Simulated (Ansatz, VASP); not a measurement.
**Cross-check of CoSi2 between VASP and Ansatz**

Aim: how closely do two programs agree when they are given the same cell, functional and k mesh? The cell is taken from a series of runs on this material, whose earlier steps may have relaxed, scaled, displaced or heated it; both programs get it as it stands.

Program: Ansatz 0.2.0. Level of theory: plane waves, with VASP 6.6.1 beside it; zone-centre phonons at PBEsol. Results are calculated unless marked as measured.

## Step 1: The structure

Symmetry: Fm-3m, No. 225, cubic system. The conventional cell has a = 5.204 Å, b = 5.204 Å, c = 5.204 Å, α = 90.00°, β = 90.00°, γ = 90.00°. Nearest to Si lie 4 Co at 2.25 Å. Co has 8 Si at 2.25 Å nearest. Farther neighbours are not listed.

As a file:

```cif
data_structure
_symmetry_space_group_name_H-M 'Fm-3m'
_symmetry_Int_Tables_number 225
_cell_length_a 5.2041
_cell_length_b 5.2041
_cell_length_c 5.2041
_cell_angle_alpha 90.000
_cell_angle_beta 90.000
_cell_angle_gamma 90.000
_cell_volume 140.94
loop_
_atom_site_label
_atom_site_type_symbol
_atom_site_symmetry_multiplicity
_atom_site_Wyckoff_symbol
_atom_site_fract_x
_atom_site_fract_y
_atom_site_fract_z
_atom_site_occupancy
Si1 Si 8 c 0.25000 0.75000 0.75000 1
Co1 Co 4 a 0.00000 0.00000 0.00000 1
```

## Step 2: VASP: zone-centre phonons, PBEsol

Second derivatives magnify differences that forces hide, and they need a tight electronic threshold.

Lines of VASP's logs that name or quote its potential files are left out, and so is its time.

The input, INCAR:

```
SYSTEM = CoSi2
PREC = Accurate
ENCUT = 600
EDIFF = 1E-08
NELM = 120
ISMEAR = 1
SIGMA = 0.2
LREAL = .FALSE.
ALGO = Normal
GGA = PS
NBANDS = 14
LASPH = .TRUE.
LORBIT = 11
LWAVE = .FALSE.
LCHARG = .FALSE.
ISIF = 2
IBRION = 8
GGA_COMPAT = .FALSE.
KPAR = 2
```

The input, POSCAR:

```
CoSi2
1.0
    0.0000000000      2.6020501143      2.6020501143
    2.6020501143      0.0000000000      2.6020501143
    2.6020501143      2.6020501143      0.0000000000
Si Co
2 1
Direct
    0.2500000000      0.2500000000      0.2500000000
    0.7500000000      0.7500000000      0.7500000000
    0.0000000000      0.0000000000      0.0000000000
```

The input, KPOINTS:

```
Automatic mesh
0
Gamma
16 16 16
0 0 0
```

The projector-augmented-wave data sets are Si and Co (PBE family, release 64).

Started as:

```
> mpirun -np 2 vasp_std
```

Numbers of over 12 decimals in the logs are rounded to 6 here.

The program printed:

```text
[banner, memory and clock lines left out]
running    2 mpi-ranks, on    1 nodes
 distrk:  each k-point on    1 cores,    2 groups
 distr:  one band on    1 cores,    1 groups

 POSCAR found type information on POSCAR SiCo
 POSCAR found :  2 types and       3 ions
|                                                                             |
|               ----> ADVICE to this user running VASP <----                  |
|                                                                             |
|     You enforced a specific xc type in the INCAR file but a different       |
|     [... a line on the potential file left out ...]
|     I HOPE YOU KNOW WHAT YOU ARE DOING!                                     |
|                                                                             |

 LDA part: xc-table for (Slater+PW92), standard interpolation
 POSCAR, INCAR and KPOINTS ok, starting setup
 FFT: planning ... GRIDC
 FFT: planning ... GRID_SOFT
 FFT: planning ... GRID
 WAVECAR not read
 entering main loop
       N       E                     dE             d eps       ncg     rms          rms(c)
DAV:   1     0.718864190603E+02    0.71886E+02   -0.76338E+03  4060   0.132E+03
DAV:   2    -0.181813773426E+02   -0.90068E+02   -0.82040E+02  4186   0.245E+02
DAV:   3    -0.224231939760E+02   -0.42418E+01   -0.41063E+01  5350   0.595E+01
DAV:   4    -0.225039803426E+02   -0.80786E-01   -0.80700E-01  4768   0.770E+00
DAV:   5    -0.225063189221E+02   -0.23386E-02   -0.23384E-02  5496   0.140E+00    0.163E+01
DAV:   6    -0.253560762010E+02   -0.28498E+01   -0.29968E+01  4782   0.119E+02    0.160E+01
DAV:   7    -0.209455899120E+02    0.44105E+01   -0.13093E+01  5234   0.934E+01    0.407E+00
DAV:   8    -0.209225212719E+02    0.23069E-01   -0.79867E-01  4804   0.610E+00    0.183E+00
DAV:   9    -0.208890007169E+02    0.33521E-01   -0.91595E-02  5120   0.630E+00    0.459E-01
DAV:  10    -0.208888387249E+02    0.16199E-03   -0.71929E-03  5748   0.132E+00    0.141E-01
DAV:  11    -0.208886007617E+02    0.23796E-03   -0.82532E-04  5360   0.590E-01    0.362E-02
DAV:  12    -0.208886089348E+02   -0.81732E-05   -0.49148E-05  5010   0.582E-02    0.160E-02
DAV:  13    -0.208886079094E+02    0.10255E-05   -0.35155E-06  6368   0.306E-02    0.513E-03
DAV:  14    -0.208886080328E+02   -0.12347E-06   -0.57357E-07  6378   0.997E-03    0.290E-03
DAV:  15    -0.208886081288E+02   -0.95945E-07   -0.16469E-07  5840   0.790E-03    0.585E-04
DAV:  16    -0.208886081413E+02   -0.12475E-07   -0.10358E-08  3026   0.894E-04    0.250E-04
DAV:  17    -0.208886081357E+02    0.55297E-08   -0.19283E-09  2714   0.532E-04
   1 F= -.20888608E+02 E0= -.20888831E+02  d E =0.668878E-03
 Linear response reoptimize wavefunctions to high precision
DAV:   1    -0.208886081381E+02   -0.23913E-08   -0.40664E-10  3074   0.277E-04
DAV:   2    -0.208886081381E+02   -0.22965E-10   -0.10989E-10  2570   0.105E-04
 Linear response DOF=           2
 Linear response progress:
  Degree of freedom:   1/  2
       N       E                     dE             d eps       ncg     rms          rms(c)
RMM:   1    -0.209175588616E-01   -0.20918E-01    0.29416E-02 42778   0.137E+00
RMM:   2    -0.181535115619E-01    0.27640E-02   -0.69819E-04 24687   0.609E-01    0.112E-01
RMM:   3    -0.184049832765E-01   -0.25147E-03   -0.56881E-04 28972   0.188E-01    0.588E-02
RMM:   4    -0.186408844519E-01   -0.23590E-03   -0.10986E-04 26889   0.803E-02    0.916E-03
RMM:   5    -0.186289835335E-01    0.11901E-04   -0.90323E-06 29950   0.247E-02    0.569E-03
RMM:   6    -0.186051594994E-01    0.23824E-04   -0.13422E-06 29796   0.990E-03    0.153E-03
RMM:   7    -0.186201260733E-01   -0.14967E-04   -0.66820E-07 28342   0.491E-03    0.525E-04
RMM:   8    -0.186193993798E-01    0.72669E-06   -0.42128E-08 30699   0.158E-03    0.354E-04
RMM:   9    -0.186188223064E-01    0.57707E-06   -0.19778E-09 27715   0.681E-04    0.995E-05
RMM:  10    -0.186187389233E-01    0.83383E-07    0.13260E-09 31896   0.215E-04    0.324E-05
RMM:  11    -0.186187752478E-01   -0.36325E-07    0.29212E-09 31452   0.780E-05    0.102E-05
RMM:  12    -0.186187843319E-01   -0.90842E-08   -0.10311E-09 32148   0.371E-05    0.571E-06
 first order change of Fermi-energy  -0.60676E-05
 force on displaced ion       1 direction 1 : -11.683  -0.000  -0.000
 Linear response progress:
  Degree of freedom:   2/  2
       N       E                     dE             d eps       ncg     rms          rms(c)
RMM:   1    -0.176617431842E+00   -0.17662E+00   -0.13110E-01 15793   0.271E+00
RMM:   2    -0.173046915825E+00    0.35705E-02   -0.30818E-03 13849   0.756E-01    0.201E-01
RMM:   3    -0.172967614202E+00    0.79302E-04   -0.60045E-04 15349   0.188E-01    0.118E-01
RMM:   4    -0.173624844242E+00   -0.65723E-03   -0.38104E-04 16332   0.140E-01    0.954E-03
RMM:   5    -0.173595492193E+00    0.29352E-04   -0.16980E-05 16468   0.360E-02    0.550E-03
RMM:   6    -0.173589089136E+00    0.64031E-05   -0.12752E-06 15529   0.116E-02    0.434E-03
RMM:   7    -0.173568308856E+00    0.20780E-04   -0.48836E-07 15985   0.723E-03    0.106E-03
RMM:   8    -0.173558248649E+00    0.10060E-04   -0.65053E-08 17094   0.181E-03    0.420E-04
RMM:   9    -0.173553705818E+00    0.45428E-05   -0.14670E-08 15931   0.616E-04    0.636E-05
RMM:  10    -0.173553740829E+00   -0.35011E-07   -0.13533E-08 17326   0.209E-04    0.252E-05
RMM:  11    -0.173553749776E+00   -0.89463E-08   -0.13195E-08 17458   0.101E-04    0.834E-06
 first order change of Fermi-energy   0.30046E-03
 force on displaced ion       3 direction 1 : -15.905   0.000   0.000
 Linear response finished
```

Parts of OUTCAR (step 2):

```text
ion  position               nearest neighbor table
   1  0.250  0.250  0.250-   3 2.25   3 2.25   3 2.25   3 2.25   2 2.60   2 2.60   2 2.60   2 2.60
                             2 2.60   2 2.60
   2  0.750  0.750  0.750-   3 2.25   3 2.25   3 2.25   3 2.25   1 2.60   1 2.60   1 2.60   1 2.60
                             1 2.60   1 2.60
   3  0.000  0.000  0.000-   2 2.25   2 2.25   2 2.25   1 2.25   2 2.25   1 2.25   1 2.25   1 2.25

  LATTYP: Found a face centered cubic cell.
 ALAT       =     5.2041002286

 Subroutine GETGRP returns: Found 48 space group operations
 (whereof 48 operations were pure point group operations)

The static configuration has the point symmetry O_h .

 Found    145 irreducible k-points:

   k-points           NKPTS =    145   k-points in BZ     NKDIM =    145   number of bands    NBANDS=     14

   dimension x,y,z NGX =    30 NGY =   30 NGZ =   30
   dimension x,y,z NGXF=    60 NGYF=   60 NGZF=   60

   ENCUT  =  600.0 eV  44.10 Ry    6.64 a.u.   7.35  7.35  7.35*2*pi/ulx,y,z

   NELECT =      17.0000    total number of electrons

 k-points in reciprocal lattice and weights: Automatic mesh
   0.00000000  0.00000000  0.00000000       0.000
   0.06250000  0.00000000  0.00000000       0.002
   0.12500000  0.00000000  0.00000000       0.002
   0.18750000  0.00000000  0.00000000       0.002
   0.25000000  0.00000000  0.00000000       0.002
   0.31250000  0.00000000  0.00000000       0.002
   0.37500000  0.00000000  0.00000000       0.002
   0.43750000  0.00000000  0.00000000       0.002
   0.50000000  0.00000000  0.00000000       0.001
[...]
-0.31250000  0.50000000  0.18750000       0.003
  -0.25000000  0.50000000  0.25000000       0.001

 average (electrostatic) potential at core
       1 -77.8791       2 -77.8791       3 -77.0197

  Total        3.0528855      3.0528855      3.0528855     -0.0000000     -0.0000000     -0.0000000
  in kB      138.8174740    138.8174740    138.8174740     -0.0000000     -0.0000000     -0.0000000
  external PRESSURE =     138.8174740 kB  Pullay stress =       0.0000000 kB

  energy-cutoff  :      600.00
  volume of cell :       35.24
      direct lattice vectors                 reciprocal lattice vectors
     0.000000000  2.602050114  2.602050114    -0.192156176  0.192156176  0.192156176
     2.602050114  0.000000000  2.602050114     0.192156176 -0.192156176  0.192156176
     2.602050114  2.602050114  0.000000000     0.192156176  0.192156176 -0.192156176

 POSITION                                       TOTAL-FORCE (eV/Angst)
 -----------------------------------------------------------------------------------
      1.30103      1.30103      1.30103        -0.000000     -0.000000      0.000000
      3.90308      3.90308      3.90308        -0.000000     -0.000000     -0.000000
      0.00000      0.00000      0.00000         0.000000      0.000000      0.000000
 -----------------------------------------------------------------------------------
    total drift:                                0.000000     -0.000000     -0.000000

 Eigenvectors and eigenvalues of the dynamical matrix
 ----------------------------------------------------

   1 f  =   11.628304 THz    73.062791 2PiTHz  387.878481 cm-1    48.090781 meV
             X         Y         Z           dx          dy          dz
      1.301025  1.301025  1.301025    -0.000000   -0.506063    0.000000
      3.903075  3.903075  3.903075    -0.000000   -0.506063    0.000000
      0.000000  0.000000  0.000000     0.000000    0.698427    0.000000

   2 f  =   11.628304 THz    73.062791 2PiTHz  387.878481 cm-1    48.090781 meV
             X         Y         Z           dx          dy          dz
      1.301025  1.301025  1.301025    -0.506063    0.000000    0.000000
      3.903075  3.903075  3.903075    -0.506063   -0.000000   -0.000000
      0.000000  0.000000  0.000000     0.698427    0.000000    0.000000

   3 f  =   11.628304 THz    73.062791 2PiTHz  387.878481 cm-1    48.090781 meV
             X         Y         Z           dx          dy          dz
      1.301025  1.301025  1.301025    -0.000000   -0.000000   -0.506063
      3.903075  3.903075  3.903075    -0.000000   -0.000000   -0.506063
      0.000000  0.000000  0.000000    -0.000000    0.000000    0.698427

   4 f  =   11.579447 THz    72.755814 2PiTHz  386.248791 cm-1    47.888725 meV
             X         Y         Z           dx          dy          dz
      1.301025  1.301025  1.301025     0.669186    0.228450   -0.000000
      3.903075  3.903075  3.903075    -0.669186   -0.228450    0.000000
      0.000000  0.000000  0.000000     0.000000    0.000000    0.000000

   5 f  =   11.579447 THz    72.755814 2PiTHz  386.248791 cm-1    47.888725 meV
             X         Y         Z           dx          dy          dz
      1.301025  1.301025  1.301025     0.228450   -0.669186   -0.000000
      3.903075  3.903075  3.903075    -0.228450    0.669186    0.000000
      0.000000  0.000000  0.000000     0.000000    0.000000    0.000000

   6 f  =   11.579447 THz    72.755814 2PiTHz  386.248791 cm-1    47.888725 meV
             X         Y         Z           dx          dy          dz
      1.301025  1.301025  1.301025     0.000000   -0.000000    0.707107
      3.903075  3.903075  3.903075     0.000000    0.000000   -0.707107
      0.000000  0.000000  0.000000    -0.000000    0.000000    0.000000

   7 f/i=    0.002294 THz     0.014413 2PiTHz    0.076514 cm-1     0.009486 meV
             X         Y         Z           dx          dy          dz
      1.301025  1.301025  1.301025     0.010533   -0.189634   -0.455882
      3.903075  3.903075  3.903075     0.010533   -0.189634   -0.455882
      0.000000  0.000000  0.000000     0.015264   -0.274808   -0.660641

   8 f/i=    0.002294 THz     0.014413 2PiTHz    0.076514 cm-1     0.009486 meV
             X         Y         Z           dx          dy          dz
      1.301025  1.301025  1.301025     0.281644    0.376833   -0.150245
      3.903075  3.903075  3.903075     0.281644    0.376833   -0.150245
      0.000000  0.000000  0.000000     0.408145    0.546088   -0.217727

   9 f/i=    0.002294 THz     0.014413 2PiTHz    0.076514 cm-1     0.009486 meV
             X         Y         Z           dx          dy          dz
      1.301025  1.301025  1.301025    -0.405544    0.256780   -0.116183
      3.903075  3.903075  3.903075    -0.405544    0.256780   -0.116183
      0.000000  0.000000  0.000000    -0.587694    0.372112   -0.168367

 ELASTIC MODULI CONTR FROM IONIC RELAXATION (kBar)
 Direction    XX          YY          ZZ          XY          YZ          ZX
 --------------------------------------------------------------------------------
 XX          -0.0000     -0.0000     -0.0000     -0.0000     -0.0000     -0.0000
 YY          -0.0000     -0.0000     -0.0000     -0.0000     -0.0000     -0.0000
 ZZ          -0.0000     -0.0000     -0.0000     -0.0000     -0.0000     -0.0000
 XY          -0.0000     -0.0000     -0.0000   -812.5245     -0.0000      0.0000
 YZ          -0.0000     -0.0000     -0.0000     -0.0000   -812.5245     -0.0000
 ZX          -0.0000     -0.0000     -0.0000      0.0000     -0.0000   -812.5245
 --------------------------------------------------------------------------------
```

(Continued in part 2 of 2.)

[Lines on the potential files, build, host, timing and source positions are cut from VASP's logs without a mark.]

[Logs are printed without paths, hosts, clocks, repeated set-up lines and the standing remarks that a program may print on its own settings, such as how far it seeks lower states.]

[Hosts, paths, dates, database ids (printed as entryN), source tags and the programs' standing remarks are cut or masked in the printed files.]
